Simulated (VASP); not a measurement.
Runs of VASP 6.6.1 on Rh. Symmetry: Fm-3m, No. 225, cubic system. The conventional cell has a = 3.830 Å, b = 3.830 Å, c = 3.830 Å, α = 90.00°, β = 90.00°, γ = 90.00°. Rh (site symmetry m-3m) has 12 Rh at 2.71 Å as nearest neighbours. 

```csv
level,k mesh,cutoff (eV),grid for exact exchange (PRECFOCK),screening parameter,exchange at q = 0,gap on the mesh (eV),pressure (GPa)
PBEsol,20 × 20 × 20,600,-,-,-,none,-10.7
HSE06,11 × 11 × 11,450,Fast,0.2 1/A,-,none,-9.8
r2SCAN,20 × 20 × 20,450,-,-,-,none,(a)
PBE0,11 × 11 × 11,450,Fast,-,truncated,none,-10.0
PBEsol,20 × 20 × 20,450,-,-,-,none,-10.7
```

Alike in all rows: task single point; potentials or basis VASP PAW PBE potentials, release 64 (Rh_pv); no spin polarisation; cell as given; smearing methfessel-paxton 0.1 eV.

Problem. Fill in the values left out.

Solution. (a) -5.3.

Caveats: the PAW data sets were made with another functional, which shifts forces and pressure a little.

A k mesh can miss the band edges, and the runs leave out spin-orbit coupling on Rh.

A gap of «none» marks a metal or a gap under the smearing width.

Runs at the PBE level aren't shown here.
